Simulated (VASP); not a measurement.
Output of a VASP run:

### OSZICAR
```
       N       E                     dE             d eps       ncg     rms          rms(c)
DAV:   1     0.866330072307E+02    0.86633E+02   -0.83744E+03 18320   0.125E+03
DAV:   2    -0.148411020892E+02   -0.10147E+03   -0.90798E+02 18004   0.249E+02
DAV:   3    -0.178807735247E+02   -0.30397E+01   -0.29541E+01 22219   0.522E+01
DAV:   4    -0.179125908167E+02   -0.31817E-01   -0.31800E-01 20234   0.456E+00
DAV:   5    -0.179134527757E+02   -0.86196E-03   -0.86195E-03 23755   0.854E-01    0.181E+01
DAV:   6    -0.188590102332E+02   -0.94556E+00   -0.13952E+01 19061   0.845E+01    0.231E+01
DAV:   7    -0.164348922419E+02    0.24241E+01   -0.10608E+01 22461   0.837E+01    0.917E+00
DAV:   8    -0.163546322791E+02    0.80260E-01   -0.54447E-01 21212   0.113E+01    0.461E+00
DAV:   9    -0.162763080133E+02    0.78324E-01   -0.17050E-01 25602   0.845E+00    0.190E+00
DAV:  10    -0.162653661188E+02    0.10942E-01   -0.34310E-02 27001   0.355E+00    0.788E-01
DAV:  11    -0.162649947620E+02    0.37136E-03   -0.46808E-03 24766   0.118E+00    0.324E-01
DAV:  12    -0.162650769786E+02   -0.82217E-04   -0.49469E-04 24617   0.334E-01    0.995E-02
DAV:  13    -0.162650912218E+02   -0.14243E-04   -0.96613E-05 22552   0.119E-01    0.394E-02
DAV:  14    -0.162650853641E+02    0.58577E-05   -0.11711E-05 24431   0.668E-02    0.130E-02
DAV:  15    -0.162650850090E+02    0.35509E-06   -0.12910E-06 25154   0.218E-02    0.495E-03
DAV:  16    -0.162650850347E+02   -0.25671E-07   -0.30655E-07 15303   0.125E-02
   1 F= -.16265085E+02 E0= -.16264882E+02  d E =-.610108E-03  mag=     3.1933
```

**OUTCAR**
```
------------------------ aborting loop because EDIFF is reached ----------------------------------------
  FORCE on cell =-STRESS in cart. coord.  units (eV):
  Direction    XX          YY          ZZ          XY          YZ          ZX
  --------------------------------------------------------------------------------------
  Total        0.0639956      0.0847706      0.1708312      0.0000000      0.0000000      0.0000000
  in kB        3.8279494      5.0706220     10.2184085      0.0000000      0.0000000      0.0000000
  external PRESSURE =       6.3723266 kB  Pullay stress =       0.0000000 kB
  volume of cell :       26.79
      direct lattice vectors                 reciprocal lattice vectors
     2.685877802  0.000000000  0.000000000     0.372317757  0.000000000  0.000000000
     0.000000000  2.685877802  0.000000000     0.000000000  0.372317757  0.000000000
     0.000000000  0.000000000  3.712974539     0.000000000  0.000000000  0.269325844
 POSITION                                       TOTAL-FORCE (eV/Angst)
 -----------------------------------------------------------------------------------
      0.00000      0.00000      0.00000         0.438672      0.000000      0.000000
      1.44294      1.34294      1.85649        -0.438672      0.000000      0.000000
 -----------------------------------------------------------------------------------
    total drift:                                0.000015      0.000000     -0.000000
  FREE ENERGIE OF THE ION-ELECTRON SYSTEM (eV)
  ---------------------------------------------------
  free  energy   TOTEN  =       -16.2650850347 eV

  energy  without entropy=      -16.2644749270  energy(sigma->0) =      -16.26488167

 total charge

# of ion       s       p       d       tot
------------------------------------------
    1        0.424   0.481   6.155   7.060
    2        0.725   0.706   8.064   9.494
--------------------------------------------------
tot          1.149   1.187  14.219  16.554

 magnetization (x)

# of ion       s       p       d       tot
------------------------------------------
    1        0.002  -0.006   2.845   2.840
    2       -0.025  -0.066   0.407   0.316
--------------------------------------------------
tot         -0.023  -0.072   3.251   3.156
```
(Selected blocks of OUTCAR.)

POSCAR:
```
FePt
1
    2.6858778018     0.0000000000     0.0000000000
    0.0000000000     2.6858778018     0.0000000000
    0.0000000000     0.0000000000     3.7129745387
Fe Pt
1 1
Direct
  0.0000000000   0.0000000000   0.0000000000
  0.5372317757   0.5000000000   0.5000000000
```

### Question
Write an INCAR and KPOINTS that could have produced this output.

### Answer
Several could match; the one computed here: the input of the run itself, PBEsol GGA, plane waves, VASP's PBE PAW potentials (set 64).

**INCAR**
```
ENCUT = 480   # plane-wave cut-off (eV)
ISIF = 2   # forces and stress, cell fixed
GGA = PS   # PBEsol
EDIFF = 1E-7   # SCF stop (eV)
ISPIN = 2   # spin-polarised
PREC = Accurate
ISMEAR = 1
LORBIT = 10
LWAVE = F
LMAXMIX = 6   # l cut-off of mixed one-centre charges
ALGO = Normal   # blocked Davidson
NELM = 100   # most electronic steps
SYSTEM = FePt
LASPH = T   # aspherical one-centre terms
LREAL = F
LCHARG = F
SIGMA = 0.1
MAGMOM = 2.9 0.3
```

### KPOINTS
```
Automatic mesh
0
Gamma
12 12 10
0 0 0
```

POTCAR, in this order: Fe Pt (PBE.64 set). Program: vasp_std.

The compound is FePt in the L1_0 structure. This cell was strained or had an atom moved on purpose.
